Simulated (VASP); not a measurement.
Band gaps of MgZnO$_{2}$ (space group P3m1) from VASP (PAW), without and with spin-orbit coupling. Semilocal levels are at their own relaxed cell, hybrids and mBJ at PBE's; 0.00 means no gap at that level.

The cell of the LDA run:

```
MgZnO2
1.0
    3.22040     0.00000     0.00000
   -1.61020     2.78894     0.00000
    0.00000     0.00000     5.07274
Mg Zn O
1 1 2
Direct
  0.33333   0.66667   0.49700
  0.66667   0.33333   0.00328
  0.33333   0.66667   0.88342
  0.66667   0.33333   0.38829
```

```tsv
level	gap without SOC (eV)	gap with SOC (eV)	shift (eV)
LDA	1.84	___	___
PBEsol	1.69	___	___
```

Complete the blanks.

- LDA, gap with SOC (eV): 1.82
- LDA, shift (eV): -0.02
- PBEsol, gap with SOC (eV): 1.67
- PBEsol, shift (eV): -0.02

Only levels that ran to the end are used. Left out are those held back, those with too coarse a band path, GW runs whose mesh misses a band edge, hybrids' fits of cells that aren't cubic and levels without matching references; a question may draw on a part of the rest.

The structure comes from a computed database's MgZnO2 entry (P3m1); how it stands against other phases isn't given here.
